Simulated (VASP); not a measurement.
A convergence study with VASP on BN (zinc blende): one setting is varied, all else stays as given below, so the limit is that of these other settings.

```
BN
1.0
    0.00000     1.80750     1.80750
    1.80750     0.00000     1.80750
    1.80750     1.80750     0.00000
B N
1 1
Direct
  0.00000   0.00000   0.00000
  0.25000   0.25000   0.25000
```

Computed with PBE GGA, VASP's PBE PAW potentials (set 64) (plane waves; VASP). The tightest run used: 700 eV cut-off, 22×22×22 Γ-centred mesh, tetrahedra with Blöchl corrections, potentials B N.

Gaps are read on the run's mesh, which can miss a band edge.

Q: The settings run are 3×3×3 mesh; 4×4×4 mesh; 5×5×5 mesh; 6×6×6 mesh; 7×7×7 mesh; 8×8×8 mesh; 9×9×9 mesh; 10×10×10 mesh; 11×11×11 mesh; 12×12×12 mesh; 13×13×13 mesh; 14×14×14 mesh; 15×15×15 mesh; 16×16×16 mesh; 17×17×17 mesh; 18×18×18 mesh; 19×19×19 mesh; 20×20×20 mesh; 21×21×21 mesh; 22×22×22 mesh. From which on does the energy per atom stay within 0.005 eV/atom of the tightest run?

A: From 6×6×6 mesh on: it is off by 0.0020 there and by no more than 0.005 in any finer run, while 5×5×5 mesh is off by 0.0083.
```
setting        E (eV/atom)  pressure (GPa)  gap on the mesh (eV)  irreducible k-points  difference judged (eV/atom)
-------------  -----------  --------------  --------------------  --------------------  ---------------------------
3×3×3 mesh         -8.5419            6.46                 5.606                     4                       0.1867
4×4×4 mesh         -8.6914            3.72                 4.434                     8                       0.0372
5×5×5 mesh         -8.7203            3.19                 4.938                    10                       0.0083
6×6×6 mesh         -8.7266            3.07                 4.457                    16                       0.0020
7×7×7 mesh         -8.7281            3.05                 4.711                    20                       0.0005
8×8×8 mesh         -8.7285            3.04                 4.458                    29                       0.0001
9×9×9 mesh         -8.7286            3.03                 4.613                    35                       0.0001
10×10×10 mesh      -8.7286            3.03                 4.459                    47                       0.0000
11×11×11 mesh      -8.7286            3.03                 4.562                    56                       0.0000
12×12×12 mesh      -8.7286            3.04                 4.459                    72                       0.0000
13×13×13 mesh      -8.7286            3.03                 4.533                    84                       0.0000
14×14×14 mesh      -8.7286            3.03                 4.459                   104                       0.0000
15×15×15 mesh      -8.7286            3.03                 4.515                   120                       0.0000
16×16×16 mesh      -8.7286            3.03                 4.459                   145                       0.0000
17×17×17 mesh      -8.7286            3.03                 4.502                   165                       0.0000
18×18×18 mesh      -8.7286            3.03                 4.459                   195                       0.0000
19×19×19 mesh      -8.7286            3.03                 4.494                   220                       0.0000
20×20×20 mesh      -8.7286            3.03                 4.459                   256                       0.0000
21×21×21 mesh      -8.7286            3.03                 4.487                   286                       0.0000
22×22×22 mesh      -8.7286            3.03                 4.459                   328                       0.0000
```

Left out are rungs that failed or repeat a setting and relaxations that didn't move; long series are thinned to 24 rows.

The compound is BN in the zinc blende structure. The cell was not relaxed at this level.
